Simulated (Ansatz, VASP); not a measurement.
Given: the input of a run of VASP 6.6.1 on SbW2.

File INCAR:

```
SYSTEM = SbW2
  PREC = Accurate
  ENCUT = 600
  EDIFF = 1E-6
  ISMEAR = -1
  SIGMA = 0.05
  LREAL = .False.
  LASPH = .True.
  NELM = 100
  ALGO = Fast
  ISIF = 3
  LWAVE = .False.
  LCHARG = .False.
  GGA = PS
  IBRION = 2
  NSW = 60
  EDIFFG = -0.02
```

Contents of KPOINTS:

```
regular mesh
0
Gamma
  7 7 7
  0 0 0
```

The input POSCAR:

```
SbW2
1.0
    0.0000000000      3.1330100000      3.1330100000
    3.1330100000      0.0000000000      3.1330100000
    3.1330100000      3.1330100000      0.0000000000
Sb W
1 2
Direct
    0.5000000000      0.5000000000      0.5000000000
    0.2500000000      0.2500000000      0.2500000000
    0.7500000000      0.7500000000      0.7500000000
```

Potentials or basis: VASP PAW PBE potentials, release 64 (Sb, W_sv).

Launch:

```console
$ cat potpaw_PBE.64/Sb/POTCAR potpaw_PBE.64/W_sv/POTCAR > POTCAR
$ mpirun -np 1 vasp_std > vasp.out
```

**Question.** Set up the same calculation for Ansatz 0.2.0. Potentials there: Ansatz PAW.

**Answer.** As run (the cutoff follows the program's own potentials):

The input input.yaml:

```yaml
crystal:
  lattice:
    - [0.0, 3.13301, 3.13301]
    - [3.13301, 0.0, 3.13301]
    - [3.13301, 3.13301, 0.0]
  atoms:
    - { symbol: Sb, position: [0.5, 0.5, 0.5] }
    - { symbol: W, position: [0.25, 0.25, 0.25] }
    - { symbol: W, position: [0.75, 0.75, 0.75] }
hamiltonian:
  xc: pbesol
  pseudopotentials: { kind: paw }
kpoints:
  mp_grid: { grid: [7, 7, 7] }
scf:
  occupations: { method: fermi_dirac, width: 0.05 }
output:
  forces: true
  stress: true
  eigenvalues: true
relax:
  f_tol: 0.01
  max_steps: 40
  cell: { stress_tol: 0.05 }
```

Potentials or basis: Ansatz PAW.

The run is started by

```sh
$ ansatz run input.yaml --threads 2 --pin off --max-ram 5632MiB --backend cpu --events-out ev --progress --plain --runs-dir out
```

Both were run:

|  | VASP | Ansatz | Ansatz less VASP |
| --- | --- | --- | --- |
| gap on the k mesh at the Fermi level, each at its own relaxed structure (eV) | none | none | - |
| relaxed volume (Å³/atom) | 19.92 | 19.85 | -0.069 |
| relaxed cell length with the largest relative difference (Å) | 4.389 | 4.384 | -0.0051 |
| energy change over the relaxation (meV/atom) | -10 | -12 | -1.8 |

A gap of «none» marks a metal or a gap that the smearing closes. The two sets of potentials don't hold the same shells in valence.

Caveats: the bands computed are all filled at some k points, so no gap is given (VASP); the PAW data sets were made with another functional, which shifts forces and pressure a little (VASP); the plane-wave basis is chosen anew once the cell has moved, so the energies of steps on either side of that aren't comparable (Ansatz); the PAW data sets come from PBE, with cores solved anew for the run's functional, which leaves a small shift of forces and pressure (Ansatz). Spin-orbit coupling is left out, which matters for the levels of Sb, W.
